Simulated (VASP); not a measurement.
These are PW91 GGA, VASP's PBE PAW potentials (set 64) (plane waves; VASP 6.6.1) values and carry that method's errors.

VASP input:

### INCAR
```
ALGO = Normal
EDIFF = 1E-7
EDIFFG = -0.01
ENCUT = 520
GGA = 91
IBRION = 2
ISIF = 4
ISMEAR = 1
LASPH = T
LCHARG = F
LMAXMIX = 6
LREAL = F
LWAVE = F
NELM = 100
NSW = 30
PREC = Accurate
SIGMA = 0.1
SYSTEM = HfB2
```

POSCAR:
```
HfB2
1
    1.5549416559    -2.6932381809     0.0000000000
    1.5549416559     2.6932381809     0.0000000000
    0.0000000000     0.0000000000     3.4643368854
Hf B
1 2
Direct
  1.0000000000   1.0000000000   0.0000000000
  0.3333330000   0.6666670000   0.5000000000
  0.6666670000   0.3333330000   0.5000000000
```

File KPOINTS:
```
Automatic mesh
0
Gamma
11 11 9
0 0 0
```

POTCAR, in this order: Hf_pv B (PBE.64 set). Program: vasp_std.

What VASP printed:

OUTCAR:
```
 ion  position               nearest neighbor table
   1  0.000  0.000  0.000-   2 2.49   3 2.49   2 2.49   3 2.49   3 2.49   3 2.49   2 2.49   2 2.49
                             3 2.49   3 2.49   2 2.49   2 2.49
   2  0.333  0.667  0.500-   3 1.80   3 1.80   3 1.80   1 2.49   1 2.49   1 2.49   1 2.49   1 2.49
                             1 2.49
   3  0.667  0.333  0.500-   2 1.80   2 1.80   2 1.80   1 2.49   1 2.49   1 2.49   1 2.49   1 2.49
                             1 2.49
  LATTYP: Found a hexagonal cell.
 ALAT       =     3.1098835111
 C/A-ratio  =     1.1139764152
 Subroutine PRICEL returns:
 Original cell was already a primitive cell.
 Subroutine GETGRP returns: Found 24 space group operations
The static configuration has the point symmetry D_6h.
The dynamic configuration has the point symmetry D_6h.
 Subroutine INISYM returns: Found 24 space group operations
 Subroutine IBZKPT returns following result:
 Found     80 irreducible k-points:

 Following reciprocal coordinates:
            Coordinates               Weight
  0.000000  0.000000  0.000000      1.000000
  0.090909 -0.000000  0.000000      6.000000
  0.181818 -0.000000  0.000000      6.000000
  0.272727  0.000000  0.000000      6.000000
...
```

**OSZICAR**
```
       N       E                     dE             d eps       ncg     rms          rms(c)
DAV:   1     0.308672228582E+02    0.30867E+02   -0.84016E+03  1920   0.127E+03
DAV:   2    -0.270136948606E+02   -0.57881E+02   -0.53873E+02  2484   0.244E+02
DAV:   3    -0.287588360832E+02   -0.17451E+01   -0.17047E+01  2548   0.324E+01
DAV:   4    -0.287723979371E+02   -0.13562E-01   -0.13552E-01  2280   0.304E+00
DAV:   5    -0.287725551942E+02   -0.15726E-03   -0.15724E-03  2532   0.259E-01    0.535E+01
DAV:   6    -0.263778289376E+02    0.23947E+01   -0.54962E+00  2284   0.157E+01    0.392E+01
DAV:   7    -0.263302414272E+02    0.47588E-01   -0.17109E+00  2400   0.921E+00    0.125E+01
DAV:   8    -0.262636830256E+02    0.66558E-01   -0.48339E-01  2308   0.497E+00    0.207E+00
DAV:   9    -0.262583485177E+02    0.53345E-02   -0.36142E-02  2268   0.149E+00    0.291E-01
DAV:  10    -0.262582913370E+02    0.57181E-04   -0.10260E-03  2348   0.279E-01    0.370E-01
DAV:  11    -0.262582883482E+02    0.29888E-05   -0.11181E-04  2336   0.855E-02    0.199E-01
DAV:  12    -0.262582857374E+02    0.26108E-05   -0.11645E-05  2340   0.300E-02    0.221E-02
DAV:  13    -0.262582854698E+02    0.26760E-06   -0.47718E-07  2360   0.679E-03    0.427E-03
DAV:  14    -0.262582854952E+02   -0.25365E-07   -0.72089E-09  1336   0.787E-04
   1 F= -.26258285E+02 E0= -.26258305E+02  d E =-.262583E+02
       N       E                     dE             d eps       ncg     rms          rms(c)
DAV:   1    -0.262592407337E+02   -0.95526E-03   -0.50155E-02  2060   0.196E+00    0.267E-01
DAV:   2    -0.262588599527E+02    0.38078E-03   -0.65358E-04  2364   0.230E-01    0.115E-01
DAV:   3    -0.262586944919E+02    0.16546E-03   -0.16740E-04  2376   0.104E-01    0.350E-02
DAV:   4    -0.262586846752E+02    0.98167E-05   -0.20246E-05  2536   0.370E-02    0.216E-02
DAV:   5    -0.262586845412E+02    0.13399E-06   -0.91728E-07  2244   0.769E-03    0.105E-02
DAV:   6    -0.262586845554E+02   -0.14183E-07   -0.47777E-08  1300   0.215E-03
   2 F= -.26258685E+02 E0= -.26258697E+02  d E =-.399060E-03
       N       E                     dE             d eps       ncg     rms          rms(c)
DAV:   1    -0.262587048168E+02   -0.20276E-04   -0.93373E-04  2072   0.267E-01    0.371E-02
DAV:   2    -0.262586977855E+02    0.70313E-05   -0.12183E-05  2352   0.314E-02    0.159E-02
DAV:   3    -0.262586947908E+02    0.29947E-05   -0.31450E-06  2368   0.143E-02    0.471E-03
DAV:   4    -0.262586946517E+02    0.13911E-06   -0.37802E-07  2456   0.504E-03    0.292E-03
DAV:   5    -0.262586946463E+02    0.54017E-08   -0.16027E-08  1112   0.105E-03
   3 F= -.26258695E+02 E0= -.26258709E+02  d E =-.409151E-03
```

OUTCAR:
```
------------------------ aborting loop because EDIFF is reached ----------------------------------------
  FORCE on cell =-STRESS in cart. coord.  units (eV):
  Direction    XX          YY          ZZ          XY          YZ          ZX
  --------------------------------------------------------------------------------------
  Total        1.4842151      1.4842153      1.4834264      0.0000000      0.0000000      0.0000000
  in kB       81.9536779     81.9536925     81.9101316      0.0000000      0.0000000      0.0000000
  external PRESSURE =      81.9391673 kB  Pullay stress =       0.0000000 kB
  volume of cell :       29.02
      direct lattice vectors                 reciprocal lattice vectors
     1.557082504 -2.696946249  0.000000000     0.321113363 -0.185394870 -0.000000000
     1.557082504  2.696946249 -0.000000000     0.321113363  0.185394870  0.000000000
    -0.000000000 -0.000000000  3.454817121     0.000000000  0.000000000  0.289450922
 POSITION                                       TOTAL-FORCE (eV/Angst)
 -----------------------------------------------------------------------------------
     -0.00000     -0.00000      3.45482        -0.000000      0.000000      0.000000
      1.55708      0.89898      1.72741         0.000000      0.000000     -0.000000
      1.55708     -0.89898      1.72741        -0.000000     -0.000000      0.000000
 -----------------------------------------------------------------------------------
    total drift:                               -0.000000     -0.000000      0.000000
  FREE ENERGIE OF THE ION-ELECTRON SYSTEM (eV)
  ---------------------------------------------------
  free  energy   TOTEN  =       -26.2586946463 eV

  energy  without entropy=      -26.2587388473  energy(sigma->0) =      -26.25870938

 reached required accuracy - stopping structural energy minimisation
```
(Selected blocks of OUTCAR.)

File CONTCAR:
```
HfB2
   1.00000000000000
     1.5570825036690263   -2.6969462485269897    0.0000000000000000
     1.5570825036690263    2.6969462485269897   -0.0000000000000000
    -0.0000000000000000   -0.0000000000000000    3.4548171207623866
  Hf              B
     1     2
Direct
     0.0000000000000000    0.0000000000000000    1.0000000000000000
     0.3333330000000032    0.6666669999999968    0.5000000000000000
     0.6666669999999968    0.3333330000000032    0.5000000000000000
```

The compound is HfB2 in the AlB2 type structure. This cell is one point of a volume scan, at 0.97 of the reference volume. Symmetry was kept, so distortions that lower it aren't found.
